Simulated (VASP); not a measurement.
# Band gap of P at several levels of theory

Aim: the gap of P on one structure at many levels of theory. The starting structure is a measured crystal structure from the Crystallography Open Database. Cell and atoms stay as given. Meshes and data sets differ where the inputs say so.

Calculated with VASP 6.6.1; Kohn-Sham DFT with plane waves and PAW; LDA, PBE, r2SCAN, TB-mBJ, HSE06 and PBE0.

### 1. The structure

Symmetry: Cmce, No. 64, orthorhombic system. The conventional cell has a = 3.316 Å, b = 10.484 Å, c = 4.379 Å, α = 90.00°, β = 90.00°, γ = 90.00°. P has 3 P at 2.22 to 2.24 Å nearest.

Structure file:

```cif
data_structure
_symmetry_space_group_name_H-M 'Cmce'
_symmetry_Int_Tables_number 64
_cell_length_a 3.3164
_cell_length_b 10.4840
_cell_length_c 4.3793
_cell_angle_alpha 90.000
_cell_angle_beta 90.000
_cell_angle_gamma 90.000
_cell_volume 152.26
loop_
_atom_site_label
_atom_site_type_symbol
_atom_site_symmetry_multiplicity
_atom_site_Wyckoff_symbol
_atom_site_fract_x
_atom_site_fract_y
_atom_site_fract_z
_atom_site_occupancy
P1 P 8 f 0.00000 0.60162 0.41932 1
```

### 2. Bands with LDA

LDA, the lowest rung, knows the local density alone.

Contents of INCAR:

```
SYSTEM = P
PREC = Accurate
ENCUT = 350
EDIFF = 1E-06
NELM = 100
ISMEAR = 0
SIGMA = 0.03
LREAL = .FALSE.
ALGO = Normal
GGA = CA
NBANDS = 24
LORBIT = 11
LWAVE = .FALSE.
LCHARG = .FALSE.
KPAR = 8
LASPH = .TRUE.
```

Contents of POSCAR:

```
P
1.0
    1.6582000000     -5.2420000000      0.0000000000
    1.6582000000      5.2420000000      0.0000000000
    0.0000000000      0.0000000000      4.3793000000
P
4
Direct
    0.3983800000      0.6016200000      0.4193200000
    0.1016200000      0.8983800000      0.9193200000
    0.6016200000      0.3983800000      0.5806800000
    0.8983800000      0.1016200000      0.0806800000
```

Contents of KPOINTS:

```
Automatic mesh
0
Gamma
8 8 6
0 0 0
```

Contents of KPOINTS_OPT:

```
Line mode
10
Line-mode
Reciprocal
  0.00000000   0.00000000   0.00000000 GAMMA
  0.27501611   0.27501611   0.00000000 X

  0.27501611   0.27501611   0.00000000 X
  0.00000000   0.50000000   0.00000000 S

  0.00000000   0.50000000   0.00000000 S
  0.00000000   0.50000000   0.50000000 R

  0.00000000   0.50000000   0.50000000 R
  0.27501611   0.27501611   0.50000000 A

  0.27501611   0.27501611   0.50000000 A
  0.00000000   0.00000000   0.50000000 Z

  0.00000000   0.00000000   0.50000000 Z
  0.00000000   0.00000000   0.00000000 GAMMA

  0.00000000   0.00000000   0.00000000 GAMMA
 -0.50000000   0.50000000   0.00000000 Y

 -0.50000000   0.50000000   0.00000000 Y
 -0.27501611   0.72498389   0.00000000 X1

 -0.27501611   0.72498389   0.00000000 X1
 -0.27501611   0.72498389   0.50000000 A1

 -0.27501611   0.72498389   0.50000000 A1
 -0.50000000   0.50000000   0.50000000 T

 -0.50000000   0.50000000   0.50000000 T
 -0.50000000   0.50000000   0.00000000 Y

  0.00000000   0.00000000   0.50000000 Z
 -0.50000000   0.50000000   0.50000000 T
```

PAW data sets: P (LDA family, release 64).

Started as:

```console
$ mpirun -np 8 vasp_std
```

What it wrote:

```text
[banner, memory and clock lines left out]
running    8 mpi-ranks, on    1 nodes
 distrk:  each k-point on    1 cores,    8 groups
 distr:  one band on    1 cores,    1 groups

 POSCAR found type information on POSCAR P
 POSCAR found :  1 types and       4 ions
|                                                                             |
|           W    W    AA    RRRRR   N    N  II  N    N   GGGG   !!!           |
|           W    W   A  A   R    R  NN   N  II  NN   N  G    G  !!!           |
|           W    W  A    A  R    R  N N  N  II  N N  N  G       !!!           |
|           W WW W  AAAAAA  RRRRR   N  N N  II  N  N N  G  GGG   !            |
|           WW  WW  A    A  R   R   N   NN  II  N   NN  G    G                |
|           W    W  A    A  R    R  N    N  II  N    N   GGGG   !!!           |
|                                                                             |
|     For optimal performance we recommend to set                             |
|       NCORE = 2 up to number-of-cores-per-socket                            |
|     NCORE specifies how many cores store one orbital (NPAR=cpu/NCORE).      |
|     This setting can greatly improve the performance of VASP for DFT.       |
|     The default, NCORE=1 might be grossly inefficient on modern             |
|     multi-core architectures or massively parallel machines. Do your        |
|     Unfortunately you need to use the default for GW and RPA                |
|     calculations (for HF NCORE is supported but not extensively tested      |
|     yet).                                                                   |
|                                                                             |

 LDA part: xc-table for (Slater(with rela. corr.)+CA(PZ))
 , standard interpolation
 POSCAR, INCAR and KPOINTS ok, starting setup
 FFT: planning ... GRIDC
 FFT: planning ... GRID_SOFT
 FFT: planning ... GRID
 WAVECAR not read
 entering main loop
       N       E                     dE             d eps       ncg     rms          rms(c)
DAV:   1     0.352054715497E+02    0.35205E+02   -0.62529E+03  4032   0.513E+02
DAV:   2    -0.218458740283E+02   -0.57051E+02   -0.54308E+02  5328   0.111E+02
DAV:   3    -0.242808387706E+02   -0.24350E+01   -0.24197E+01  5320   0.212E+01
DAV:   4    -0.243026038296E+02   -0.21765E-01   -0.21762E-01  4984   0.251E+00
DAV:   5    -0.243029147775E+02   -0.31095E-03   -0.31094E-03  5392   0.275E-01    0.104E+01
DAV:   6    -0.241341391789E+02    0.16878E+00   -0.53149E-02  4816   0.104E+00    0.610E+00
DAV:   7    -0.240601627405E+02    0.73976E-01   -0.10120E-01  5104   0.140E+00    0.276E-01
DAV:   8    -0.240594855299E+02    0.67721E-03   -0.12223E-02  4784   0.508E-01    0.145E-01
DAV:   9    -0.240595217811E+02   -0.36251E-04   -0.47942E-04  5200   0.997E-02    0.863E-02
DAV:  10    -0.240595206249E+02    0.11561E-05   -0.49617E-05  4976   0.293E-02    0.382E-02
DAV:  11    -0.240595190095E+02    0.16155E-05   -0.67560E-06  5128   0.125E-02    0.916E-03
DAV:  12    -0.240595189801E+02    0.29355E-07   -0.34322E-07  3272   0.274E-03
   1 F= -.24059519E+02 E0= -.24059466E+02  d E =-.105631E-03
 Start KPOINTS_OPT (optional k-point list driver)
k-point batch [1-84\120]
       N       E                     dE             ncg
DAV:   1     0.444268040360E+04   -0.30747E+05     4032
DAV:   2    -0.278842003034E+03   -0.47215E+04     5344
DAV:   3    -0.482087120436E+03   -0.20325E+03     5352
DAV:   4    -0.483877974426E+03   -0.17909E+01     4976
DAV:   5    -0.483902272538E+03   -0.24298E-01     5424
DAV:   6    -0.483902724823E+03   -0.45228E-03     5048
DAV:   7    -0.483902734074E+03   -0.92517E-05     5168
DAV:   8    -0.483902734576E+03   -0.50145E-06     3704
k-point batch [85-120\120]
       N       E                     dE             ncg
DAV:   1     0.184233710294E+05   -0.13718E+05     1728
DAV:   2     0.163423377963E+05   -0.20810E+04     2248
DAV:   3     0.162476239976E+05   -0.94714E+02     2272
DAV:   4     0.162467974632E+05   -0.82653E+00     2072
DAV:   5     0.162467860968E+05   -0.11366E-01     2288
DAV:   6     0.162467858803E+05   -0.21653E-03     2120
DAV:   7     0.162467858759E+05   -0.44245E-05     2168
DAV:   8     0.162467858757E+05   -0.20114E-06     1560
```

Run time: 9.2 s. Hardware: 8 MPI ranks of Intel Xeon 6975P-C (Granite Rapids), shared host; peak memory 1.9 GiB; 69 s of CPU time.

The logs omit lines about the potential files and the build; timing stands in the text.

OUTCAR, selected parts (step 2):

```text
ion  position               nearest neighbor table
   1  0.398  0.602  0.419-   4 2.22   4 2.22   3 2.24
   2  0.102  0.898  0.919-   3 2.22   3 2.22   4 2.24
   3  0.602  0.398  0.581-   2 2.22   2 2.22   1 2.24
   4  0.898  0.102  0.081-   1 2.22   1 2.22   2 2.24

  LATTYP: Found a base centered orthorhombic cell.
 ALAT       =     3.3164000000
 B/A-ratio  =     3.1612591967
 C/A-ratio  =     1.3204981305

 Subroutine GETGRP returns: Found  8 space group operations
 (whereof  4 operations were pure point group operations)

The static configuration has the point symmetry C_2h.
 The point group associated with its full space group is D_2h.

 Found     84 irreducible k-points:

   k-points           NKPTS =     84   k-points in BZ     NKDIM =     84   number of bands    NBANDS=     24

   dimension x,y,z NGX =    36 NGY =   36 NGZ =   28
   dimension x,y,z NGXF=    72 NGYF=   72 NGZF=   56

   ENCUT  =  350.0 eV  25.72 Ry    5.07 a.u.   8.39  8.39  6.68*2*pi/ulx,y,z

   NELECT =      20.0000    total number of electrons

 k-points in reciprocal lattice and weights: Automatic mesh
   0.00000000  0.00000000  0.00000000       0.003
   0.12500000  0.00000000  0.00000000       0.010
   0.25000000  0.00000000  0.00000000       0.010
   0.37500000 -0.00000000  0.00000000       0.010
   0.50000000  0.00000000  0.00000000       0.005
   0.12500000  0.12500000  0.00000000       0.005
   0.25000000  0.12500000  0.00000000       0.010
   0.37500000  0.12500000  0.00000000       0.010
   0.50000000  0.12500000  0.00000000       0.010
[...]
-0.37500000  0.37500000  0.50000000       0.005
   0.50000000  0.50000000  0.50000000       0.003

 average (electrostatic) potential at core
       1 -84.0645       2 -84.0645       3 -84.0645       4 -84.0645

 E-fermi :   6.5625

 k-point     1 :       0.0000    0.0000    0.0000
  band No.  band energies     occupation
    ...
      6       1.8811      2.00000
      7       2.4834      2.00000
      8       3.6368      2.00000
      9       3.9641      2.00000
     10       5.1341      2.00000
     11       7.2067      0.00000
     12       7.5694      0.00000
     13       8.3423      0.00000
     14       9.4926      0.00000
     15      11.7819      0.00000
    ...

 k-point     2 :       0.1250    0.0000    0.0000
  band No.  band energies     occupation
    ...
      6       1.6476      2.00000
      7       1.7080      2.00000
      8       3.4392      2.00000
      9       3.7230      2.00000
     10       5.2970      2.00000
     11       7.4124      0.00000
     12       8.6200      0.00000
     13       8.8934      0.00000
     14       9.6279      0.00000
     15      10.8161      0.00000
    ...

 k-point     3 :       0.2500    0.0000    0.0000
  band No.  band energies     occupation
    ...
      6       0.7540      2.00000
      7       2.1533      2.00000
      8       3.2764      2.00000
      9       3.8908      2.00000
     10       5.2817      2.00000
     11       7.1218      0.00000
     12       8.1599      0.00000
     13       8.8420      0.00000
     14       9.2407      0.00000
     15      10.1982      0.00000
    ...

  Total       -1.5851693     -0.7971010     -1.3387654      0.0000000      0.0000000      0.0000000
  in kB      -33.3593535    -16.7747214    -28.1738659      0.0000000      0.0000000      0.0000000
  external PRESSURE =     -26.1026469 kB  Pullay stress =       0.0000000 kB

  energy-cutoff  :      350.00
  volume of cell :       76.13
      direct lattice vectors                 reciprocal lattice vectors
     1.658200000 -5.242000000  0.000000000     0.301531781 -0.095383441  0.000000000
     1.658200000  5.242000000  0.000000000     0.301531781  0.095383441  0.000000000
     0.000000000  0.000000000  4.379300000     0.000000000  0.000000000  0.228346996

 POSITION                                       TOTAL-FORCE (eV/Angst)
 -----------------------------------------------------------------------------------
      1.65820      1.06538      1.83633         0.000000     -0.012718     -0.051557
      1.65820      4.17662      4.02598         0.000000      0.012718     -0.051557
      1.65820     -1.06538      2.54297         0.000000      0.012718      0.051557
      1.65820     -4.17662      0.35332         0.000000     -0.012718      0.051557
 -----------------------------------------------------------------------------------
    total drift:                               -0.000000      0.000000     -0.000000

  FREE ENERGIE OF THE ION-ELECTRON SYSTEM (eV)
  ---------------------------------------------------
  free  energy   TOTEN  =       -24.0595189801 eV

  energy  without entropy=      -24.0594133492  energy(sigma->0) =      -24.05946616

 total charge
# of ion       s       p       d       tot
------------------------------------------
    1        1.086   1.377   0.000   2.463
    2        1.086   1.377   0.000   2.463
    3        1.086   1.377   0.000   2.463
    4        1.086   1.377   0.000   2.463
--------------------------------------------------
tot          4.343   5.509   0.000   9.852

[... 3 further parts left out ...]
```

At this level the cell is under a tension of 2.6 GPa, so at these settings it is away from equilibrium.

LDA gives no gap.

### 3. Bands with PBE

PBE, the usual starting point, adds the gradient of the density.

Edit INCAR of step 2 so:

```diff
@@ -9,3 +9,3 @@
 ALGO = Normal
-GGA = CA
+GGA = PE
 NBANDS = 24
```

POSCAR is that of step 2.

KPOINTS is that of step 2.

KPOINTS_OPT is that of step 2.

PAW data sets: P (PBE family, release 64).

Started as:

```console
$ mpirun -np 8 vasp_std
```

What it wrote:

```text
[banner, memory and clock lines left out]
running    8 mpi-ranks, on    1 nodes
[...]
[... a notice as in an earlier step ...]

 LDA part: xc-table for (Slater+PW92), standard interpolation
 POSCAR, INCAR and KPOINTS ok, starting setup
[...]
entering main loop
       N       E                     dE             d eps       ncg     rms          rms(c)
DAV:   1     0.380016969984E+02    0.38002E+02   -0.62599E+03  4032   0.513E+02
DAV:   2    -0.191935483354E+02   -0.57195E+02   -0.54458E+02  5328   0.111E+02
DAV:   3    -0.215909624260E+02   -0.23974E+01   -0.23825E+01  5312   0.211E+01
DAV:   4    -0.216119535154E+02   -0.20991E-01   -0.20988E-01  4992   0.246E+00
[...]
DAV:  10    -0.214622007017E+02   -0.28849E-04   -0.46891E-05  5040   0.300E-02    0.277E-02
DAV:  11    -0.214622093864E+02   -0.86847E-05   -0.10825E-05  5200   0.171E-02    0.100E-02
DAV:  12    -0.214622097403E+02   -0.35383E-06   -0.36194E-07  3472   0.285E-03
   1 F= -.21462210E+02 E0= -.21462210E+02  d E =-.329588E-07
 Start KPOINTS_OPT (optional k-point list driver)
k-point batch [1-84\120]
       N       E                     dE             ncg
DAV:   1     0.459433672248E+04   -0.30595E+05     4032
DAV:   2    -0.151520253259E+03   -0.47459E+04     5328
DAV:   3    -0.351399030497E+03   -0.19988E+03     5368
DAV:   4    -0.353132659215E+03   -0.17336E+01     4960
DAV:   5    -0.353156088614E+03   -0.23429E-01     5416
DAV:   6    -0.353156527398E+03   -0.43878E-03     4992
DAV:   7    -0.353156536410E+03   -0.90117E-05     5136
DAV:   8    -0.353156536903E+03   -0.49347E-06     3680
k-point batch [85-120\120]
       N       E                     dE             ncg
DAV:   1     0.184880257429E+05   -0.13654E+05     1728
DAV:   2     0.163966460983E+05   -0.20914E+04     2256
DAV:   3     0.163032088945E+05   -0.93437E+02     2264
DAV:   4     0.163024055594E+05   -0.80334E+00     2112
DAV:   5     0.163023946158E+05   -0.10944E-01     2288
DAV:   6     0.163023944071E+05   -0.20868E-03     2152
DAV:   7     0.163023944029E+05   -0.42495E-05     2144
DAV:   8     0.163023944027E+05   -0.21570E-06     1584
```

Elapsed: 9.8 s, on 8 MPI ranks; peak memory 2.1 GiB; 74 s of CPU time.

OUTCAR, selected parts (step 3):

```text
  Total        0.6226519      1.1230043      0.7786590      0.0000000      0.0000000      0.0000000
  in kB       13.1034997     23.6332454     16.3866165      0.0000000      0.0000000      0.0000000
  external PRESSURE =      17.7077872 kB  Pullay stress =       0.0000000 kB

 POSITION                                       TOTAL-FORCE (eV/Angst)
 -----------------------------------------------------------------------------------
      1.65820      1.06538      1.83633         0.000000      0.058842      0.019284
      1.65820      4.17662      4.02598         0.000000     -0.058842      0.019284
      1.65820     -1.06538      2.54297         0.000000     -0.058842     -0.019284
      1.65820     -4.17662      0.35332         0.000000      0.058842     -0.019284
 -----------------------------------------------------------------------------------
    total drift:                               -0.000000      0.000000      0.000000

  FREE ENERGIE OF THE ION-ELECTRON SYSTEM (eV)
  ---------------------------------------------------
  free  energy   TOTEN  =       -21.4622097403 eV

  energy  without entropy=      -21.4622097073  energy(sigma->0) =      -21.46220972

[... 2 parts as in an earlier step ...]

[... 1 further part left out ...]
[key lines of the parts left out:]
E-fermi :   6.6921
```

PBE gives no gap, though on its own mesh every level is filled or empty, so the density and exchange are those of an insulator.

### 4. Bands with r2SCAN

r2SCAN adds the kinetic-energy density, costs more than a GGA and is run with LASPH.

Edit INCAR of step 3 so:

```diff
@@ -9,3 +9,4 @@
 ALGO = Normal
-GGA = PE
+METAGGA = R2SCAN
+LASPH = .TRUE.
 NBANDS = 24
@@ -15,2 +16 @@
 KPAR = 8
-LASPH = .TRUE.
```

POSCAR is that of step 3.

KPOINTS is that of step 3.

KPOINTS_OPT is that of step 3.

Started as:

```console
$ mpirun -np 8 vasp_std
```

What it wrote:

```text
[banner, memory and clock lines left out]
running    8 mpi-ranks, on    1 nodes
[...]
[... a notice as in an earlier step ...]

|                                                                             |
|               ----> ADVICE to this user running VASP <----                  |
|                                                                             |
|     You enforced a specific xc type in the INCAR file but a different       |
|     [... a line on the potential file left out ...]
|     I HOPE YOU KNOW WHAT YOU ARE DOING!                                     |
|                                                                             |

 LDA part: xc-table for (None), standard interpolation
 POSCAR, INCAR and KPOINTS ok, starting setup
[...]
entering main loop
       N       E                     dE             d eps       ncg     rms          rms(c)
DAV:   1     0.210456525091E+02    0.21046E+02   -0.64330E+03  4032   0.528E+02
DAV:   2    -0.372652968108E+02   -0.58311E+02   -0.55483E+02  5328   0.114E+02
[...]
DAV:  12    -0.358677403685E+02   -0.14122E-05   -0.51327E-07  3648   0.380E-03    0.434E-03
DAV:  13    -0.358677411049E+02   -0.73640E-06   -0.14857E-07  3072   0.194E-03
   1 F= -.35867741E+02 E0= -.35867741E+02  d E =-.153015E-06
 Start KPOINTS_OPT (optional k-point list driver)
k-point batch [1-84\120]
       N       E                     dE             ncg
DAV:   1     0.413489569403E+04   -0.31055E+05     4032
DAV:   2    -0.813063017489E+03   -0.49480E+04     5312
DAV:   3    -0.101610276672E+04   -0.20304E+03     5312
DAV:   4    -0.101782291501E+04   -0.17201E+01     4968
DAV:   5    -0.101784576114E+04   -0.22846E-01     5384
DAV:   6    -0.101784618466E+04   -0.42352E-03     5008
DAV:   7    -0.101784619323E+04   -0.85674E-05     5048
DAV:   8    -0.101784619373E+04   -0.50106E-06     3680
k-point batch [85-120\120]
       N       E                     dE             ncg
DAV:   1     0.183018100329E+05   -0.13840E+05     1728
DAV:   2     0.161197226080E+05   -0.21821E+04     2240
DAV:   3     0.160243112752E+05   -0.95411E+02     2272
DAV:   4     0.160235122823E+05   -0.79899E+00     2096
DAV:   5     0.160235015607E+05   -0.10722E-01     2288
DAV:   6     0.160235013613E+05   -0.19935E-03     2136
DAV:   7     0.160235013573E+05   -0.39951E-05     2152
DAV:   8     0.160235013571E+05   -0.21387E-06     1576
```

Wall time 35 s (8 MPI ranks); peak memory 2.2 GiB.

Parts of OUTCAR (step 4):

```text
  Total       -0.0595970      0.5065982      0.0500512      0.0000000     -0.0000000      0.0000000
  in kB       -1.2541979     10.6611882      1.0533115      0.0000000     -0.0000000      0.0000000
  external PRESSURE =       3.4867673 kB  Pullay stress =       0.0000000 kB

 POSITION                                       TOTAL-FORCE (eV/Angst)
 -----------------------------------------------------------------------------------
      1.65820      1.06538      1.83633         0.000000     -0.117206     -0.268132
      1.65820      4.17662      4.02598         0.000000      0.117206     -0.268132
      1.65820     -1.06538      2.54297         0.000000      0.117206      0.268132
      1.65820     -4.17662      0.35332         0.000000     -0.117206      0.268132
 -----------------------------------------------------------------------------------
    total drift:                               -0.000000      0.000000     -0.000000

  FREE ENERGIE OF THE ION-ELECTRON SYSTEM (eV)
  ---------------------------------------------------
  free  energy   TOTEN  =       -35.8677411049 eV

  energy  without entropy=      -35.8677409519  energy(sigma->0) =      -35.86774103

[... 2 parts as in an earlier step ...]

[... 1 further part left out ...]
[key lines of the parts left out:]
E-fermi :   6.7248
```

r2SCAN gives no gap, though on its own mesh every level is filled or empty, so the density and exchange are those of an insulator.

(Part 1 of 2 ends here.)

[Lines on the potential files, build, host, timing and source positions are cut from VASP's logs without a mark.]

[Logs are printed without paths, hosts, clocks, repeated set-up lines and the standing remarks that a program may print on its own settings, such as how far it seeks lower states.]

[Hosts, paths, dates, database ids (printed as entryN), source tags and the programs' standing remarks are cut or masked in the printed files.]
